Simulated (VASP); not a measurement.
```xyz
6
Lattice="5.1944 0.0000 0.0000 -2.5972 4.4985 0.0000 0.0000 0.0000 2.9174" Properties=species:S:1:pos:R:3 pbc="T T T"
Ta     0.0000     0.0000     2.9174
Ta     0.0000     2.9990     1.4587
Ta     2.5972     1.4995     1.4587
N      2.5972     0.0000     2.9174
N      1.2986     2.2492     2.9174
N     -1.2986     2.2492     2.9174
```

Method: PBEsol GGA, VASP's PBE PAW potentials (set 64) (plane waves; VASP 6.6.1). Settings: 520 eV cut-off, 8×8×12 Γ-centred mesh, tetrahedra with Blöchl corrections, potentials Ta_pv N.

Unless said otherwise, spin-orbit coupling is left out, though it shifts the bands of the heavy elements here.

Q: What does the run give for the energy per atom (σ→0), band gap (on the k-mesh) with the smallest direct gap where there is one?

A: 
The band gap (on the k-mesh) is none (metal, semimetal or under 0.01 eV) and the energy per atom (σ→0) is -11.451 eV/atom.

Only differences to runs with the same potentials and settings are physical.

The structure comes from a measured TaN entry (P6/mmm) of the Crystallography Open Database, whose conditions weren't checked. It was relaxed first.
